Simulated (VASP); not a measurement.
Here is the system:

```
CELL_PARAMETERS angstrom
      3.74858     0.00000     0.00000
      0.00000     3.74858     0.00000
      0.00000     0.00000     3.75872
ATOMIC_POSITIONS crystal
  La 0.50000 0.50000 0.50000
  Ag 0.00000 0.00000 0.00000
```

These are LDA (Ceperley-Alder, Perdew-Zunger), VASP's LDA PAW potentials (set 64) (plane waves; VASP) values and carry that method's errors. Run with 300 eV cut-off, 6×6×6 Γ-centred mesh, Gaussian smearing of 0.10 eV, potentials La Ag.

Task: Give the energies of bands 5 to 14 at the high-symmetry points, in eV from the Fermi level.

Result: 
```csv
band,Γ,X,M,Z,R,A
5,-5.34,-5.09,-5.28,-5.09,-5.28,-4.73
6,-5.34,-4.69,-5.23,-4.68,-5.23,-4.72
7,-5.27,-4.68,-4.99,-4.68,-4.98,-4.72
8,-4.68,-4.65,-4.99,-4.65,-4.98,-4.26
9,-4.68,-4.62,-4.28,-4.62,-4.28,-4.26
10,-4.67,-2.22,-2.63,-2.22,-2.64,-1.72
11,0.22,-1.73,0.88,-1.75,0.88,-1.71
12,0.23,-0.11,0.88,-0.12,0.88,-1.71
13,1.55,1.39,0.96,1.43,0.94,0.04
14,1.55,1.52,1.52,1.44,1.53,1.59
```

It has no gap at this level: it comes out as a metal or semimetal.

The structure comes from a computed database's LaAg entry (P4/mmm); how it stands against other phases isn't given here. The cell was not relaxed at this level.
